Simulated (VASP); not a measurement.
```
InP
1.0
    0.00000     2.95293     2.95293
    2.95293     0.00000     2.95293
    2.95293     2.95293     0.00000
In P
1 1
Direct
  0.00000   0.00000   0.00000
  0.25000   0.25000   0.25000
```

These are MS2 meta-GGA, VASP's PBE PAW potentials (set 64) (plane waves; VASP) values and carry that method's errors. Run with 520 eV cut-off, 8×8×8 Γ-centred mesh, Gaussian smearing of 0.050 eV, potentials In_d P.

Give the energy at these volumes per atom, relative to the lowest: 24.17, 24.94, 25.71, 26.48, 27.25 Å³.

23.1, 5.7, 0.0, 4.2, 16.9 meV/atom. A third-order Birch-Murnaghan fit gives B0 = 68.2 GPa and B0′ = 4.4.

Measured: bulk modulus 72.0 GPa at 0 K (computed value off by -5.3 %), as given by Daniel Mejia-Rodriguez et al., Physical Review B (2018), arXiv:1807.09216 [0 K value with the zero-point phonon effect removed]; a 5.858 Å at 0 K (computed value off by +0.8 %), as given by Daniel Mejia-Rodriguez et al., Physical Review B (2018), arXiv:1807.09216 [static lattice: zero-point anharmonic expansion removed].

The compound is InP in the zinc blende structure. It was relaxed first.
